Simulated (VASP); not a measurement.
Consider the following.

```xyz
6
Lattice="3.5590 0.0000 0.0000 0.0000 4.0995 0.0000 0.0000 0.0000 8.9130" Properties=species:S:1:pos:R:3 pbc="T T T"
Hf     1.7795     0.0000     0.8566
Hf     0.0000     2.0497     8.0565
Br     1.7795     2.0497     5.9842
Br     0.0000     0.0000     2.9288
N      1.7795     2.0497     0.3019
N      0.0000     0.0000     8.6111
```

These are r2SCAN meta-GGA, VASP's PBE PAW potentials (set 64) (plane waves; VASP 6.6.1) values and carry that method's errors. Numerical set-up: 520 eV cut-off, 7×6×3 Γ-centred mesh, tetrahedra with Blöchl corrections, potentials Hf_pv Br N.

Unless said otherwise, spin-orbit coupling is left out, though it shifts the bands of the heavy elements here.

Problem. Give the energies of bands 12 to 25 at the high-symmetry points, in eV from the valence-band maximum.

Solution. 
```csv
band,Γ,X,S,Y,Z,U,R,T
12,-3.99,-4.34,-5.42,-4.31,-3.88,-4.42,-5.41,-4.17
13,-3.88,-3.53,-3.77,-3.89,-3.83,-3.30,-3.81,-3.83
14,-3.84,-3.53,-3.77,-3.89,-3.62,-3.30,-3.81,-3.83
15,-2.49,-3.10,-2.93,-3.55,-2.50,-3.11,-2.91,-3.55
16,-2.44,-3.10,-2.93,-3.55,-2.49,-3.11,-2.91,-3.55
17,-1.91,-2.62,-2.59,-2.67,-2.06,-2.79,-2.68,-3.28
18,-1.77,-2.62,-2.59,-2.67,-1.99,-2.79,-2.68,-3.28
19,-1.75,-1.34,-2.00,-2.00,-1.65,-1.33,-1.86,-1.50
20,-1.46,-1.34,-2.00,-2.00,-1.32,-1.33,-1.86,-1.50
21,-0.66,-1.27,-1.73,-1.28,-0.77,-1.26,-1.76,-1.27
22,0.00,-1.27,-1.73,-1.28,-0.01,-1.26,-1.76,-1.27
23,2.54,4.40,3.93,3.60,2.54,4.23,3.98,3.62
24,3.73,4.40,3.93,3.60,3.68,4.23,3.98,3.62
25,3.99,4.59,3.97,4.76,4.04,4.60,3.98,4.43
```

The gap is direct, 2.54 eV, from the valence maximum at Γ to the conduction minimum at Γ.

The structure comes from a computed database's HfBrN entry (Pmmn); how it stands against other phases isn't given here. It was relaxed first.
